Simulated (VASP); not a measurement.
A VASP calculation is set up with these files.

INCAR:
```
SYSTEM=BeS
PREC=Accurate; ENCUT=300; LREAL=.FALSE.
LASPH=.TRUE.
EDIFF=1E-6; NELM=100; ALGO=Normal
ISMEAR=0; SIGMA=0.01
GGA=PE
ISIF=2
LWAVE=.FALSE.; LCHARG=.FALSE.
```

KPOINTS:
```
Automatic
0
gamma
 8 8 8
```

### POSCAR
```
BeS
1.0
  0.0000000000   2.4665630000   2.4665630000
  2.4665630000   0.0000000000   2.4665630000
  2.4665630000   2.4665630000   0.0000000000
Be S
1 1
Cartesian
  0.0000000000   0.0000000000   0.0000000000
  3.6998445000   3.6998445000   3.6998445000
```

POTCAR, in this order: Be S (PBE.64 set). Program: vasp_std.

Question: Write an equivalent input for Quantum ESPRESSO's pw.x.

Answer: One equivalent input (not run):
```
&CONTROL
  calculation = 'scf'
  pseudo_dir = './pseudo'
  outdir = './out'
  tprnfor = .true.
  tstress = .true.
/
&SYSTEM
  ibrav = 0
  nat = 2
  ntyp = 2
  ecutwfc = 88
  occupations = 'smearing'
  smearing = 'gaussian'
  degauss = 0.000735
  input_dft = 'pbe'
/
&ELECTRONS
  conv_thr = 7.3e-08
  electron_maxstep = 100
/
ATOMIC_SPECIES
  Be 9.012 Be.upf
  S 32.060 S.upf
CELL_PARAMETERS angstrom
     0.0000000    2.4665630    2.4665630
     2.4665630    0.0000000    2.4665630
     2.4665630    2.4665630    0.0000000
ATOMIC_POSITIONS crystal
  Be   0.0000000  0.0000000  0.0000000
  S    0.7500000  0.7500000  0.7500000
K_POINTS automatic
  8 8 8 0 0 0
```
Limits of the translation: the potentials are each code's own (VASP's PAW set, PseudoDojo norm-conserving files in pw.x), so ENCUT and ecutwfc are chosen apart and not converted; conv_thr bounds pw.x's estimated SCF error, while EDIFF bounds the energy change between steps.

The structure comes from a computed database's BeS entry; how it stands against other phases isn't given here. The cell was not relaxed at this level.
